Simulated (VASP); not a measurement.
Consider the following.

```yaml
crystal:
  lattice:
    - [0.00000, 3.26129, 3.26129]
    - [3.26129, 0.00000, 3.26129]
    - [3.26129, 3.26129, 0.00000]
  atoms:
    - { symbol: Cd, position: [0.00000, 0.00000, 0.00000] }
    - { symbol: Te, position: [0.25000, 0.25000, 0.25000] }
```

These are PBE GGA with D4 dispersion, VASP's PBE PAW potentials (set 64) (plane waves; VASP 6.6.1) values and carry that method's errors. Run with 520 eV cut-off, Gaussian smearing of 0.050 eV, potentials Cd Te.

Unless said otherwise, spin-orbit coupling is left out, though it shifts the bands of the heavy elements here.

Give the energies of bands 7 to 12 at the high-symmetry points, in eV from the valence-band maximum.

| band | Γ | X | U | L | W |
|---|---|---|---|---|---|
| 7 | 0.00 | -4.21 | -4.11 | -4.32 | -4.09 |
| 8 | 0.00 | -1.80 | -2.47 | -0.75 | -2.25 |
| 9 | 0.00 | -1.80 | -1.49 | -0.75 | -2.12 |
| 10 | 0.71 | 2.65 | 2.91 | 1.80 | 4.19 |
| 11 | 4.62 | 2.67 | 4.50 | 5.20 | 4.69 |
| 12 | 4.62 | 8.74 | 7.30 | 5.20 | 5.54 |

The gap is direct, 0.71 eV, from the valence maximum at Γ to the conduction minimum at Γ.

Measured: gap 1.63 eV (computed value off by -0.92 eV), as given by Anna Miglio et al., npj Computational Materials (2020), arXiv:2011.12765 [zero-point renormalisation of 16 meV (experimental, the table's column) added back].

The compound is CdTe in the zinc blende structure. It was relaxed first.
